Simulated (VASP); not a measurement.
Method: r2SCAN meta-GGA, VASP's PBE PAW potentials (set 64) (plane waves; VASP).

Input for VASP

File KPOINTS:
```
Automatic mesh
0
Gamma
16 16 16
0 0 0
```

### POSCAR
```
Cu
1.0
  0.0000000000   1.8050000000   1.8050000000
  1.8050000000   0.0000000000   1.8050000000
  1.8050000000   1.8050000000   0.0000000000
Cu
1
Cart
  0.0000000000   0.0000000000   0.0000000000
```

**INCAR**
```
ALGO=Normal
EDIFF=1E-6
EDIFFG=-0.01
ENCUT=400
IBRION=2
ISIF=3
ISMEAR=1
LASPH=T
LCHARG=F
LMAXMIX=4
LMIXTAU=T
LREAL=F
LWAVE=F
METAGGA=R2SCAN
NELM=100
NSW=60
PREC=Accurate
SIGMA=0.1
SYSTEM=Cu
```

POTCAR, in this order: Cu (PBE.64 set). Program: vasp_std.

Output

File OSZICAR:
```
       N       E                     dE             d eps       ncg     rms          rms(c)
DAV:   1     0.233146692549E+02    0.23315E+02   -0.50061E+03  2739   0.175E+03
DAV:   2    -0.129847126197E+02   -0.36299E+02   -0.34657E+02  2629   0.187E+02
DAV:   3    -0.133754826117E+02   -0.39077E+00   -0.39010E+00  3168   0.280E+01
DAV:   4    -0.133783231265E+02   -0.28405E-02   -0.28403E-02  3182   0.208E+00
DAV:   5    -0.133783663142E+02   -0.43188E-04   -0.43187E-04  3141   0.211E-01    0.780E+00
DAV:   6    -0.114550630575E+02    0.19233E+01   -0.28360E+01  2763   0.128E+02    0.582E+00
DAV:   7    -0.108336527764E+02    0.62141E+00   -0.57452E+00  2800   0.545E+01    0.470E-01
DAV:   8    -0.108333603079E+02    0.29247E-03   -0.16139E-01  2950   0.919E+00    0.989E-01
DAV:   9    -0.108231430038E+02    0.10217E-01   -0.15336E-01  3383   0.899E+00    0.451E-02
DAV:  10    -0.108243698245E+02   -0.12268E-02   -0.20228E-03  3073   0.588E-01    0.111E-01
DAV:  11    -0.108243193437E+02    0.50481E-04   -0.47197E-04  3592   0.423E-01    0.447E-02
DAV:  12    -0.108243292329E+02   -0.98892E-05   -0.53800E-04  2907   0.481E-01    0.268E-02
DAV:  13    -0.108243305261E+02   -0.12932E-05   -0.93069E-05  2827   0.195E-01    0.771E-04
DAV:  14    -0.108243326351E+02   -0.21089E-05   -0.12705E-06  2188   0.174E-02    0.175E-03
DAV:  15    -0.108243323783E+02    0.25677E-06   -0.99112E-07  1404   0.241E-02
   1 F= -.10824332E+02 E0= -.10824278E+02  d E =-.108243E+02
       N       E                     dE             d eps       ncg     rms          rms(c)
DAV:   1    -0.113796543603E+02   -0.55532E+00   -0.10367E+01  2750   0.793E+01    0.625E+00
DAV:   2    -0.110078265558E+02    0.37183E+00   -0.93878E+00  2750   0.695E+01    0.260E+00
DAV:   3    -0.108354641893E+02    0.17236E+00   -0.16481E+00  2797   0.284E+01    0.924E-01
DAV:   4    -0.108177745551E+02    0.17690E-01   -0.10194E-01  2947   0.441E+00    0.300E-01
DAV:   5    -0.108263632813E+02   -0.85887E-02   -0.31620E-02  2760   0.305E+00    0.726E-02
DAV:   6    -0.108265345875E+02   -0.17131E-03   -0.19158E-03  2834   0.908E-01    0.234E-02
DAV:   7    -0.108265202567E+02    0.14331E-04   -0.44817E-05  2775   0.145E-01    0.361E-03
DAV:   8    -0.108265256518E+02   -0.53951E-05   -0.12883E-05  2731   0.487E-02    0.365E-03
DAV:   9    -0.108265268190E+02   -0.11672E-05   -0.13669E-06  2654   0.226E-02    0.437E-03
DAV:  10    -0.108265270657E+02   -0.24668E-06   -0.29504E-06  1328   0.374E-02
   2 F= -.10826527E+02 E0= -.10826547E+02  d E =-.219469E-02
       N       E                     dE             d eps       ncg     rms          rms(c)
DAV:   1    -0.109221106037E+02   -0.95584E-01   -0.18694E+00  2744   0.361E+01    0.247E+00
DAV:   2    -0.108520835991E+02    0.70027E-01   -0.13558E+00  2761   0.260E+01    0.933E-01
DAV:   3    -0.108310807998E+02    0.21003E-01   -0.24836E-01  2808   0.110E+01    0.423E-01
DAV:   4    -0.108282531587E+02    0.28276E-02   -0.23169E-02  3171   0.241E+00    0.148E-01
DAV:   5    -0.108288571183E+02   -0.60396E-03   -0.42910E-03  2836   0.125E+00    0.767E-03
DAV:   6    -0.108288701292E+02   -0.13011E-04   -0.38393E-05  2932   0.983E-02    0.112E-02
DAV:   7    -0.108288737550E+02   -0.36258E-05   -0.58001E-06  2763   0.472E-02    0.321E-03
DAV:   8    -0.108288740621E+02   -0.30715E-06   -0.32585E-06  2453   0.282E-02
   3 F= -.10828874E+02 E0= -.10828867E+02  d E =-.454168E-02
```

File OUTCAR:
```
------------------------ aborting loop because EDIFF is reached ----------------------------------------
  FORCE on cell =-STRESS in cart. coord.  units (eV):
  Direction    XX          YY          ZZ          XY          YZ          ZX
  --------------------------------------------------------------------------------------
  Total       -0.0035799     -0.0035799     -0.0035799      0.0000000      0.0000000      0.0000000
  in kB       -0.5014104     -0.5014104     -0.5014104      0.0000000      0.0000000      0.0000000
  external PRESSURE =      -0.5014104 kB  Pullay stress =       0.0000000 kB
  volume of cell :       11.44
      direct lattice vectors                 reciprocal lattice vectors
     0.000000000  1.788342693  1.788342693    -0.279588471  0.279588471  0.279588471
     1.788342693  0.000000000  1.788342693     0.279588471 -0.279588471  0.279588471
     1.788342693  1.788342693  0.000000000     0.279588471  0.279588471 -0.279588471
 POSITION                                       TOTAL-FORCE (eV/Angst)
 -----------------------------------------------------------------------------------
      0.00000      0.00000      0.00000         0.000000      0.000000      0.000000
 -----------------------------------------------------------------------------------
    total drift:                                0.000000     -0.000000      0.000000
  FREE ENERGIE OF THE ION-ELECTRON SYSTEM (eV)
  ---------------------------------------------------
  free  energy   TOTEN  =       -10.8288740621 eV

  energy  without entropy=      -10.8288522996  energy(sigma->0) =      -10.82886681

 reached required accuracy - stopping structural energy minimisation
```
(Selected blocks of OUTCAR.)

CONTCAR:
```
Cu
   1.00000000000000
     0.0000000000000000    1.7883426934214968    1.7883426934214968
     1.7883426934214968    0.0000000000000000    1.7883426934214968
     1.7883426934214968    1.7883426934214968    0.0000000000000000
  Cu
     1
Direct
     0.0000000000000000    0.0000000000000000    0.0000000000000000
```

Energy and stress use the plane-wave basis of the starting cell.

The compound is Cu in the fcc structure. This run relaxes it. Symmetry was kept, so distortions that lower it aren't found.
